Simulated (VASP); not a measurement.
OSZICAR of a VASP run on HfMn (space group R-3m):

**OSZICAR**
```
...
DAV:  16    -0.178153980100E+02    0.61958E-06   -0.90969E-06  2291   0.146E-02
   2 F= -.17815398E+02 E0= -.17779935E+02  d E =-.610965E+00  mag=     0.0141
       N       E                     dE             d eps       ncg     rms          rms(c)
DAV:   1    -0.335327256785E+02   -0.15717E+02   -0.18861E+02  2181   0.162E+02    0.658E+01
DAV:   2    -0.103913424608E+03   -0.70381E+02   -0.12833E+03  3401   0.193E+02    0.760E+01
DAV:   3    -0.231385773035E+02    0.80775E+02   -0.13778E+02  2955   0.744E+01    0.421E+01
DAV:   4    -0.183798924497E+02    0.47587E+01   -0.47656E+01  2694   0.419E+01    0.146E+01
DAV:   5    -0.182437744851E+02    0.13612E+00   -0.12957E+00  2269   0.879E+00    0.868E+00
DAV:   6    -0.182113123455E+02    0.32462E-01   -0.11823E-01  2317   0.329E+00    0.518E+00
DAV:   7    -0.181903910893E+02    0.20921E-01   -0.27441E-01  2735   0.233E+00    0.312E+00
DAV:   8    -0.181829635371E+02    0.74276E-02   -0.29893E-02  2719   0.919E-01    0.880E-01
DAV:   9    -0.181823395881E+02    0.62395E-03   -0.40692E-03  2556   0.315E-01    0.198E-01
DAV:  10    -0.181822701108E+02    0.69477E-04   -0.20681E-04  2250   0.135E-01    0.152E-01
DAV:  11    -0.181822204969E+02    0.49614E-04   -0.16622E-04  2392   0.114E-01    0.752E-02
DAV:  12    -0.181822401099E+02   -0.19613E-04   -0.28006E-04  2454   0.110E-01    0.103E-01
DAV:  13    -0.181823192000E+02   -0.79090E-04   -0.44246E-04  2470   0.126E-01    0.307E-01
DAV:  14    -0.181822566880E+02    0.62512E-04   -0.94955E-05  2477   0.582E-02    0.189E-01
DAV:  15    -0.181822045924E+02    0.52096E-04   -0.21296E-04  2367   0.104E-01    0.249E-02
DAV:  16    -0.181822066868E+02   -0.20944E-05   -0.60800E-05  2383   0.586E-02    0.531E-02
DAV:  17    -0.181822030854E+02    0.36014E-05   -0.12962E-05  2161   0.270E-02    0.109E-02
DAV:  18    -0.181822028857E+02    0.19969E-06   -0.89449E-07  1093   0.670E-03
   3 F= -.18182203E+02 E0= -.18134248E+02  d E =-.977770E+00  mag=     0.0000
       N       E                     dE             d eps       ncg     rms          rms(c)
DAV:   1    -0.198404880068E+02   -0.16583E+01   -0.54594E+01  2178   0.640E+01    0.109E+01
DAV:   2    -0.198599866978E+02   -0.19499E-01   -0.14753E+01  2776   0.281E+01    0.213E+01
DAV:   3    -0.186291488072E+02    0.12308E+01   -0.11487E+01  2712   0.206E+01    0.623E+00
DAV:   4    -0.183935181062E+02    0.23563E+00   -0.61270E-01  2620   0.481E+00    0.230E+00
DAV:   5    -0.183815078224E+02    0.12010E-01   -0.31608E-02  2528   0.136E+00    0.979E-01
DAV:   6    -0.183797613439E+02    0.17465E-02   -0.11146E-02  2994   0.686E-01    0.551E-01
DAV:   7    -0.183797820006E+02   -0.20657E-04   -0.68153E-04  2414   0.169E-01    0.142E-01
DAV:   8    -0.183797700960E+02    0.11905E-04   -0.46667E-05  2465   0.584E-02    0.504E-02
DAV:   9    -0.183797697670E+02    0.32899E-06   -0.59491E-06  2290   0.168E-02
   4 F= -.18379770E+02 E0= -.18339049E+02  d E =-.197567E+00  mag=     0.0000
       N       E                     dE             d eps       ncg     rms          rms(c)
DAV:   1    -0.185563723612E+02   -0.17660E+00   -0.65236E+00  2177   0.224E+01    0.358E+00
DAV:   2    -0.184509156106E+02    0.10546E+00   -0.54825E-01  2689   0.562E+00    0.333E+00
DAV:   3    -0.184548013347E+02   -0.38857E-02   -0.85283E-01  2679   0.596E+00    0.420E+00
DAV:   4    -0.183968659123E+02    0.57935E-01   -0.23406E-01  2659   0.299E+00    0.953E-01
DAV:   5    -0.183949786143E+02    0.18873E-02   -0.80427E-03  2582   0.614E-01    0.282E-01
DAV:   6    -0.183949251462E+02    0.53468E-04   -0.82182E-04  2626   0.199E-01    0.283E-01
DAV:   7    -0.183949234055E+02    0.17407E-05   -0.85812E-05  2487   0.696E-02    0.522E-02
DAV:   8    -0.183949196493E+02    0.37562E-05   -0.11682E-05  2486   0.267E-02    0.759E-03
DAV:   9    -0.183949193808E+02    0.26851E-06   -0.42663E-07  1113   0.573E-03
   5 F= -.18394919E+02 E0= -.18356573E+02  d E =-.212716E+00  mag=     0.0000
       N       E                     dE             d eps       ncg     rms          rms(c)
DAV:   1    -0.222303014437E+02   -0.38354E+01   -0.42796E+01  2188   0.716E+01    0.337E+01
DAV:   2    -0.535936927644E+02   -0.31363E+02   -0.46309E+02  3080   0.121E+02    0.513E+01
DAV:   3    -0.189731752667E+02    0.34621E+02   -0.10928E+02  2932   0.597E+01    0.157E+01
DAV:   4    -0.184069205735E+02    0.56625E+00   -0.47966E+00  2630   0.143E+01    0.296E+00
DAV:   5    -0.183990068446E+02    0.79137E-02   -0.71017E-02  2298   0.202E+00    0.181E+00
DAV:   6    -0.183923186376E+02    0.66882E-02   -0.52580E-02  2372   0.190E+00    0.706E-01
DAV:   7    -0.183917748683E+02    0.54377E-03   -0.36397E-03  2332   0.391E-01    0.167E-01
DAV:   8    -0.183917498055E+02    0.25063E-04   -0.10718E-03  2544   0.234E-01    0.129E-01
DAV:   9    -0.183917218185E+02    0.27987E-04   -0.48475E-04  2268   0.177E-01    0.490E-02
DAV:  10    -0.183917124414E+02    0.93771E-05   -0.28479E-05  2318   0.506E-02    0.124E-02
DAV:  11    -0.183917120760E+02    0.36533E-06   -0.76488E-06  2558   0.249E-02
   6 F= -.18391712E+02 E0= -.18347917E+02  d E =0.320730E-02  mag=     0.0000
       N       E                     dE             d eps       ncg     rms          rms(c)
DAV:   1    -0.193499223208E+02   -0.95821E+00   -0.11107E+01  2222   0.354E+01    0.176E+01
DAV:   2    -0.266526532886E+02   -0.73027E+01   -0.83879E+01  2392   0.581E+01    0.453E+01
DAV:   3    -0.184000610657E+02    0.82526E+01   -0.47230E+01  2498   0.419E+01    0.438E+00
DAV:   4    -0.184349005475E+02   -0.34839E-01   -0.67422E-01  2266   0.449E+00    0.161E+00
DAV:   5    -0.184187283961E+02    0.16172E-01   -0.45881E-02  2606   0.113E+00    0.123E+00
DAV:   6    -0.184115351138E+02    0.71933E-02   -0.28222E-02  2334   0.148E+00    0.453E-01
DAV:   7    -0.184112790184E+02    0.25610E-03   -0.16182E-03  2680   0.302E-01    0.151E-01
DAV:   8    -0.184112696619E+02    0.93565E-05   -0.46459E-04  2392   0.165E-01    0.144E-01
DAV:   9    -0.184112471869E+02    0.22475E-04   -0.11511E-04  2860   0.535E-02    0.539E-02
DAV:  10    -0.184112469708E+02    0.21614E-06   -0.23515E-06  2050   0.992E-03
   7 F= -.18411247E+02 E0= -.18370313E+02  d E =-.163276E-01  mag=     0.0000
       N       E                     dE             d eps       ncg     rms          rms(c)
DAV:   1    -0.184115567989E+02   -0.30961E-03   -0.36659E-03  2206   0.658E-01    0.340E-01
DAV:   2    -0.184147791349E+02   -0.32223E-02   -0.33464E-02  2640   0.115E+00    0.112E+00
DAV:   3    -0.184112289250E+02    0.35502E-02   -0.21164E-02  2618   0.896E-01    0.290E-02
DAV:   4    -0.184112312062E+02   -0.22812E-05   -0.12730E-04  2246   0.812E-02    0.157E-02
DAV:   5    -0.184112312420E+02   -0.35847E-07   -0.48047E-06  2505   0.161E-02
   8 F= -.18411231E+02 E0= -.18370250E+02  d E =-.163119E-01  mag=     0.0000
       N       E                     dE             d eps       ncg     rms          rms(c)
DAV:   1    -0.184126547846E+02   -0.14236E-02   -0.46526E-02  2178   0.190E+00    0.337E-01
DAV:   2    -0.184129599465E+02   -0.30516E-03   -0.15070E-02  2698   0.810E-01    0.689E-01
DAV:   3    -0.184116135711E+02    0.13464E-02   -0.11791E-02  2663   0.682E-01    0.177E-01
DAV:   4    -0.184114307472E+02    0.18282E-03   -0.51613E-04  2559   0.138E-01    0.693E-02
DAV:   5    -0.184114174717E+02    0.13275E-04   -0.30442E-05  2659   0.417E-02    0.239E-02
DAV:   6    -0.184114169489E+02    0.52285E-06   -0.68537E-06  1969   0.183E-02
   9 F= -.18411417E+02 E0= -.18370577E+02  d E =-.185707E-03  mag=     0.0000
       N       E                     dE             d eps       ncg     rms          rms(c)
DAV:   1    -0.184115617903E+02   -0.14432E-03   -0.49003E-03  2177   0.615E-01    0.108E-01
DAV:   2    -0.184115874952E+02   -0.25705E-04   -0.15185E-03  2664   0.258E-01    0.218E-01
DAV:   3    -0.184114538435E+02    0.13365E-03   -0.11826E-03  2648   0.216E-01    0.555E-02
DAV:   4    -0.184114350943E+02    0.18749E-04   -0.53402E-05  2540   0.443E-02    0.217E-02
DAV:   5    -0.184114337098E+02    0.13845E-05   -0.31756E-06  2356   0.135E-02    0.732E-03
DAV:   6    -0.184114336449E+02    0.64931E-07   -0.58151E-07  1101   0.554E-03
  10 F= -.18411434E+02 E0= -.18370638E+02  d E =-.202403E-03  mag=     0.0000
       N       E                     dE             d eps       ncg     rms          rms(c)
DAV:   1    -0.184164494704E+02   -0.50158E-02   -0.61665E-02  2208   0.273E+00    0.133E+00
DAV:   2    -0.184639009283E+02   -0.47451E-01   -0.49691E-01  2618   0.445E+00    0.426E+00
DAV:   3    -0.184114209368E+02    0.52480E-01   -0.32090E-01  2600   0.348E+00    0.146E-01
DAV:   4    -0.184114295787E+02   -0.86419E-05   -0.23147E-03  2234   0.355E-01    0.485E-02
DAV:   5    -0.184114144246E+02    0.15154E-04   -0.13835E-04  2722   0.743E-02    0.634E-02
DAV:   6    -0.184114129563E+02    0.14683E-05   -0.13494E-05  2252   0.235E-02    0.228E-02
DAV:   7    -0.184114129467E+02    0.96115E-08   -0.82212E-07  1120   0.613E-03
  11 F= -.18411413E+02 E0= -.18370875E+02  d E =0.206982E-04  mag=     0.0000
       N       E                     dE             d eps       ncg     rms          rms(c)
DAV:   1    -0.184132310269E+02   -0.18181E-02   -0.21599E-02  2208   0.161E+00    0.790E-01
DAV:   2    -0.184302465445E+02   -0.17016E-01   -0.17801E-01  2636   0.266E+00    0.259E+00
DAV:   3    -0.184114458729E+02    0.18801E-01   -0.11221E-01  2600   0.206E+00    0.759E-02
DAV:   4    -0.184114567098E+02   -0.10837E-04   -0.70422E-04  2230   0.195E-01    0.290E-02
DAV:   5    -0.184114553253E+02    0.13846E-05   -0.36882E-05  2776   0.429E-02    0.432E-02
DAV:   6    -0.184114537620E+02    0.15633E-05   -0.96490E-06  2240   0.179E-02    0.836E-03
DAV:   7    -0.184114538280E+02   -0.65978E-07   -0.29830E-07  1114   0.494E-03
  12 F= -.18411454E+02 E0= -.18370763E+02  d E =-.201831E-04  mag=     0.0000
```

### Question
Which electronic solver shows in the log?

### Answer
It is blocked Davidson (ALGO = Normal, or the opening steps of other solvers). The INCAR had ALGO = Normal.

### Question
How was spin treated?

### Answer
Collinear spin (ISPIN = 2): the summary line carries one mag value, 0.00 μB in the cell.

### Question
Can the final energy be trusted as converged?

### Answer
Self-consistency was reached. It stopped with EDIFF = 1E-6, NELM = 100, NSW = 50 and EDIFFG = -0.01 after 12 ionic steps (PBE GGA, plane waves, VASP's PBE PAW potentials (set 64)). At this cut-off the stress carries a Pulay error, which pulls relaxed volumes low. Energy and stress use the plane-wave basis of the starting cell. The moments were started parallel, and other spin orders were not tried in this run.

The structure was generated: HfMn was put into an ordered model structure, which need not be its known phase. This run relaxes it. Symmetry was kept, so distortions that lower it aren't found. The k-mesh is coarse (spacing up to 0.40 per Å, 2π included), so the numbers may not be converged in it. The run is one of a series of settings (EDIFFG = -0.01, IBRION = 2, ISIF = 3, NSW = 50 against the base run), some of them coarse on purpose.
